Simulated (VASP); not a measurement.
Here is a VASP 6.6.1 calculation.

INCAR

```
ALGO = Normal
EDIFF = 1E-7
ENCUT = 520
GGA = PE
ISIF = 2
ISMEAR = 0
ISPIN = 2
LASPH = T
LCHARG = F
LDAU = T
LDAUJ = 0 0
LDAUL = 2 -1
LDAUPRINT = 1
LDAUTYPE = 2
LDAUU = 3 0
LMAXMIX = 4
LORBIT = 11
LREAL = F
LWAVE = F
MAGMOM = 1 0
NBANDS = 21
NELM = 80
NUPDOWN = 4
PREC = Accurate
SIGMA = 0.05
```

KPOINTS

```
k-points
0
Gamma
  6 6 6
```

Contents of POSCAR:

```
RuSe
1.0
    3.1876923100      0.0000000000      0.0000000000
    0.0000000000      3.1876923100      0.0000000000
    0.0000000000      0.0000000000      3.1876923100
Ru Se
1 1
Direct
    0.0000000000      0.0000000000      0.0000000000
    0.5000000000      0.5000000000      0.5000000000
```

Potentials or basis: VASP PAW PBE potentials, release 64 (Ru_pv, Se).

The run is started by

```console
$ cat potpaw_PBE.64/Ru_pv/POTCAR potpaw_PBE.64/Se/POTCAR > POTCAR
$ mpirun -np 1 vasp_std > vasp.out
```

What does it give for the pressure?

28.1 GPa.

Eigenvalues of the final occupation matrices:
| site | spin | trace | eigenvalues |
| --- | --- | --- | --- |
| site 1 d | 1 | 4.51 | 0.88 0.88 0.91 0.91 0.91 |
| site 1 d | 2 | 1.39 | 0.20 0.20 0.20 0.39 0.39 |

Caveat: the moment is held away from its start; a pressure of tens of GPa on the cell as given is suspect, and the run, the potentials or the cell itself is likely at fault; the total moment is fixed, so each spin has its own Fermi level. The state reached can hang on the start; a lower one may exist.
